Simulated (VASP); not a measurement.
Output of a VASP run:

**OSZICAR**
```
...
DAV:   4    -0.343679209062E+02    0.12035E-02   -0.24074E-03  1244   0.518E-01    0.146E-01
DAV:   5    -0.343676250195E+02    0.29589E-03   -0.57370E-04  1144   0.206E-01    0.621E-02
DAV:   6    -0.343676126699E+02    0.12350E-04   -0.76121E-05  1240   0.985E-02    0.668E-03
DAV:   7    -0.343676122474E+02    0.42250E-06   -0.19973E-06   948   0.157E-02
   2 F= -.29300250E+02 E0= -.29300250E+02  d E =0.272407E-01
       N       E                     dE             d eps       ncg     rms          rms(c)
DAV:   1    -0.346748056206E+02   -0.30719E+00   -0.13576E+00  1064   0.124E+01    0.158E+00
DAV:   2    -0.346251074503E+02    0.49698E-01   -0.11680E-01  1160   0.327E+00    0.500E-01
DAV:   3    -0.346222520944E+02    0.28554E-02   -0.14651E-02  1188   0.114E+00    0.156E-01
DAV:   4    -0.346217928811E+02    0.45921E-03   -0.80887E-04  1244   0.296E-01    0.782E-02
DAV:   5    -0.346216847115E+02    0.10817E-03   -0.19379E-04  1156   0.117E-01    0.332E-02
DAV:   6    -0.346216782963E+02    0.64152E-05   -0.19387E-05  1212   0.509E-02    0.360E-03
DAV:   7    -0.346216783271E+02   -0.30813E-07   -0.42308E-07   664   0.744E-03
   3 F= -.29352213E+02 E0= -.29352213E+02  d E =-.247233E-01
       N       E                     dE             d eps       ncg     rms          rms(c)
DAV:   1    -0.346162470852E+02    0.54312E-02   -0.23635E+00  1008   0.141E+01    0.121E+00
DAV:   2    -0.345715157084E+02    0.44731E-01   -0.64311E-02  1228   0.253E+00    0.576E-01
DAV:   3    -0.345587543244E+02    0.12761E-01   -0.27801E-02  1184   0.146E+00    0.186E-01
DAV:   4    -0.345578467438E+02    0.90758E-03   -0.25868E-03  1280   0.499E-01    0.656E-02
DAV:   5    -0.345577562520E+02    0.90492E-04   -0.51937E-04  1180   0.205E-01    0.368E-02
DAV:   6    -0.345577482075E+02    0.80445E-05   -0.36934E-05  1188   0.626E-02    0.600E-03
DAV:   7    -0.345577485074E+02   -0.29994E-06   -0.13903E-06   744   0.135E-02
   4 F= -.29376385E+02 E0= -.29376385E+02  d E =-.241711E-01
       N       E                     dE             d eps       ncg     rms          rms(c)
DAV:   1    -0.345389512695E+02    0.18797E-01   -0.24938E+00  1008   0.145E+01    0.125E+00
DAV:   2    -0.344926410340E+02    0.46310E-01   -0.66814E-02  1216   0.258E+00    0.595E-01
DAV:   3    -0.344793270682E+02    0.13314E-01   -0.29081E-02  1188   0.150E+00    0.190E-01
DAV:   4    -0.344783928764E+02    0.93419E-03   -0.27042E-03  1280   0.511E-01    0.675E-02
DAV:   5    -0.344782972341E+02    0.95642E-04   -0.55465E-04  1204   0.214E-01    0.378E-02
DAV:   6    -0.344782881240E+02    0.91101E-05   -0.39041E-05  1196   0.642E-02    0.634E-03
DAV:   7    -0.344782883998E+02   -0.27580E-06   -0.14638E-06   776   0.140E-02
   5 F= -.29386684E+02 E0= -.29386684E+02  d E =-.344707E-01
       N       E                     dE             d eps       ncg     rms          rms(c)
DAV:   1    -0.344645041484E+02    0.13784E-01   -0.80053E-02  1008   0.259E+00    0.223E-01
DAV:   2    -0.344630004105E+02    0.15037E-02   -0.21142E-03  1208   0.463E-01    0.107E-01
DAV:   3    -0.344625664140E+02    0.43400E-03   -0.96437E-04  1188   0.274E-01    0.338E-02
DAV:   4    -0.344625369119E+02    0.29502E-04   -0.90024E-05  1284   0.933E-02    0.123E-02
DAV:   5    -0.344625334945E+02    0.34174E-05   -0.19247E-05  1196   0.396E-02    0.679E-03
DAV:   6    -0.344625332521E+02    0.24237E-06   -0.12124E-06   648   0.119E-02
   6 F= -.29386918E+02 E0= -.29386918E+02  d E =-.347047E-01
```

File OUTCAR:
```
------------------------ aborting loop because EDIFF is reached ----------------------------------------
  FORCE on cell =-STRESS in cart. coord.  units (eV):
  Direction    XX          YY          ZZ          XY          YZ          ZX
  --------------------------------------------------------------------------------------
  Total        5.1461882      5.1461943      5.0934917      0.0000000     -0.0000000      0.0000000
  in kB      304.1713042    304.1716692    301.0566187      0.0000000     -0.0000000      0.0000000
  external PRESSURE =       3.1331973 kB  Pullay stress =     300.0000000 kB
  volume of cell :       27.11
      direct lattice vectors                 reciprocal lattice vectors
     1.233084848 -2.135766889  0.000000000     0.405487101 -0.234107946 -0.000000000
     1.233084848  2.135766889  0.000000000     0.405487101  0.234107946 -0.000000000
     0.000000000 -0.000000000  5.146372273    -0.000000000 -0.000000000  0.194311633
  FREE ENERGIE OF THE ION-ELECTRON SYSTEM (eV)
  ---------------------------------------------------
  free  energy   TOTEN  =       -34.4625332521 eV

  energy  without entropy=      -34.4625332521  energy(sigma->0) =      -34.46253325
  enthalpy is  TOTEN    =       -29.3869181937 eV   P V=        5.0756150584

 reached required accuracy - stopping structural energy minimisation
```
(Selected blocks of OUTCAR.)

POSCAR:
```
BN
1
    1.2392328040    -2.1464151193     0.0000000000
    1.2392328040     2.1464151193     0.0000000000
    0.0000000000     0.0000000000     5.4344242809
B N
2 2
Direct
  0.3333330000   0.6666670000   0.2500000000
  0.6666670000   0.3333330000   0.7500000000
  0.6666670000   0.3333330000   0.2500000000
  0.3333330000   0.6666670000   0.7500000000
```

Reconstruct the remaining input files.

Several could match; the one computed here: the input of the run itself, PBE GGA, plane waves, VASP's PBE PAW potentials (set 64).

INCAR:
```
ALGO  =  Normal
EDIFF  =  1E-6
EDIFFG  =  -0.02
ENCUT  =  620
GGA  =  PE
IBRION  =  2
ISIF  =  3
ISMEAR  =  0
LASPH  =  .TRUE.
LCHARG  =  .FALSE.
LREAL  =  .FALSE.
LWAVE  =  .FALSE.
NELM  =  100
NSW  =  40
PREC  =  Accurate
PSTRESS  =  300
SIGMA  =  0.05
SYSTEM  =  BN
```

### KPOINTS
```
kpoints
0
gamma
  10 10 4
```

POTCAR, in this order: B N (PBE.64 set). Program: vasp_std.

Energy and stress use the plane-wave basis of the starting cell. Without a dispersion term in the relaxation, distances and binding between the weakly bound layers, chains or molecules are unreliable, and so is what depends on them.

The compound is BN in the hex structure. This run relaxes it under an external pressure of 30 GPa. Symmetry was kept, so distortions that lower it aren't found.
